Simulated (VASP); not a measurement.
Energy against volume of LiF (rock salt). Calculation: PBE GGA with D3 dispersion (Becke-Johnson damping), VASP's PBE PAW potentials (set 64) (plane waves; VASP 6.6.1).

```json
[
 {"V (Å³/atom)": "7.485", "E (eV/atom)": "-4.98884"},
 {"V (Å³/atom)": "7.724", "E (eV/atom)": "-4.99536"},
 {"V (Å³/atom)": "7.963", "E (eV/atom)": "-4.99783"},
 {"V (Å³/atom)": "8.202", "E (eV/atom)": "-4.99687"},
 {"V (Å³/atom)": "8.441", "E (eV/atom)": "-4.99291"}
]
```

Problem. Fit a third-order Birch-Murnaghan equation of state.

Solution. 
The volume per atom is 8.01 Å^3/atom and the bulk modulus comes out as 75.4 GPa. The pressure derivative of the bulk modulus is 4.00 and the lattice constant a is 4.002 Å.

The compound is LiF in the rock salt structure. It was relaxed first.
